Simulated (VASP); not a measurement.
VASP ran on this input.

INCAR:
```
! general
SYSTEM  = Os
PREC    = Accurate
ENCUT   = 520   ! plane-wave cut-off (eV)
LREAL   = .FALSE.
LASPH   = .TRUE.   ! aspherical one-centre terms

! electronic loop
EDIFF   = 1E-7
NELM    = 100   ! most electronic steps
ALGO    = Normal   ! blocked Davidson
LMAXMIX = 6

! smearing
ISMEAR  = 1   ! Methfessel-Paxton
SIGMA   = 0.1   ! width (eV)

! functional
GGA     = RP   ! RPBE

! ions
IBRION  = 2
NSW     = 30   ! most ionic steps
ISIF    = 4
EDIFFG  = -0.01   ! ionic stop

! output
LWAVE   = .FALSE.
LCHARG  = .FALSE.
```

File KPOINTS:
```
Automatic mesh
0
Gamma
15 15 9
0 0 0
```

### POSCAR
```
Os
1
    1.3820705377    -2.3938160253     0.0000000000
    1.3820705377     2.3938160253     0.0000000000
    0.0000000000     0.0000000000     4.3545879748
Os
2
Direct
  0.3333330000   0.6666670000   0.2500000000
  0.6666670000   0.3333330000   0.7500000000
```

POTCAR, in this order: Os (PBE.64 set). Program: vasp_std.

Problem. Translate this RPBE calculation to Quantum ESPRESSO's pw.x.

Solution. One equivalent input (not run):
```
&CONTROL
  calculation = 'vc-relax'
  pseudo_dir = './pseudo'
  outdir = './out'
  tprnfor = .true.
  tstress = .true.
  nstep = 30
  forc_conv_thr = 0.00039
/
&SYSTEM
  ibrav = 0
  nat = 2
  ntyp = 1
  ecutwfc = 74
  occupations = 'smearing'
  smearing = 'methfessel-paxton'
  degauss = 0.00735
  input_dft = 'rpbe'
/
&ELECTRONS
  conv_thr = 7.3e-09
  electron_maxstep = 100
/
&IONS
/
&CELL
  cell_dofree = 'shape'
/
ATOMIC_SPECIES
  Os 190.230 Os.upf
CELL_PARAMETERS angstrom
     1.3820705   -2.3938160    0.0000000
     1.3820705    2.3938160    0.0000000
     0.0000000    0.0000000    4.3545880
ATOMIC_POSITIONS crystal
  Os   0.3333330  0.6666670  0.2500000
  Os   0.6666670  0.3333330  0.7500000
K_POINTS automatic
  15 15 9 0 0 0
```
The two are equivalent in intent, not identical: the potentials are each code's own (VASP's PAW set, PseudoDojo norm-conserving files in pw.x), so ENCUT and ecutwfc are chosen apart and not converted; conv_thr bounds pw.x's estimated SCF error, while EDIFF bounds the energy change between steps; forc_conv_thr acts on force components and is met together with etot_conv_thr.

The compound is Os in the hcp structure. This run relaxes it. Symmetry was kept, so distortions that lower it aren't found.
